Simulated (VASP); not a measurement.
```
CELL_PARAMETERS angstrom
      4.58459     0.00000     0.00000
     -2.29229     3.97037     0.00000
      0.00000     0.00000     5.61738
ATOMIC_POSITIONS crystal
  B  0.33333 0.66667 0.25000
  B  0.66667 0.33333 0.75000
  Hf 0.00000 0.00000 0.00000
  Hf 0.00000 0.00000 0.50000
  Hf 0.33333 0.66667 0.75000
  Hf 0.66667 0.33333 0.25000
```

Calculation: PBE GGA, VASP's PBE PAW potentials (set 64) (plane waves; VASP). Numerical set-up: 400 eV cut-off, 4×4×3 Γ-centred mesh, Fermi-Dirac smearing of 0.10 eV, potentials B Hf_pv.

Give the energies of bands 13 to 26 at the high-symmetry points, in eV from the Fermi level.

```tsv
band	Γ	M	K	A	L	H
13	-8.97	-6.85	-6.64	-7.64	-6.32	-6.18
14	-6.08	-6.73	-6.64	-7.64	-6.32	-6.18
15	-3.39	-5.02	-4.46	-2.81	-4.56	-3.98
16	-3.39	-2.69	-3.42	-2.81	-4.56	-3.98
17	-3.29	-2.50	-3.42	-2.81	-2.07	-3.10
18	-2.21	-1.85	-1.91	-2.81	-2.07	-3.10
19	-1.55	-1.70	-1.58	-2.39	-1.65	-1.99
20	-1.55	-1.55	-1.58	-2.39	-1.65	-1.99
21	-1.32	-1.23	-0.78	-0.47	-0.61	0.10
22	-1.32	-0.65	0.14	-0.47	-0.61	0.10
23	-0.57	0.06	0.16	-0.47	-0.10	0.22
24	-0.57	0.10	0.16	-0.47	-0.10	0.22
25	1.59	0.87	1.21	0.95	1.16	0.76
26	2.31	1.14	1.58	0.95	1.16	0.76
```

It has no gap at this level: it comes out as a metal or semimetal.

The structure was generated: Hf2B was put into an ordered model structure, which need not be its known phase. The cell was not relaxed at this level. The k-mesh is coarse (spacing up to 0.40 per Å, 2π included), so the numbers may not be converged in it.
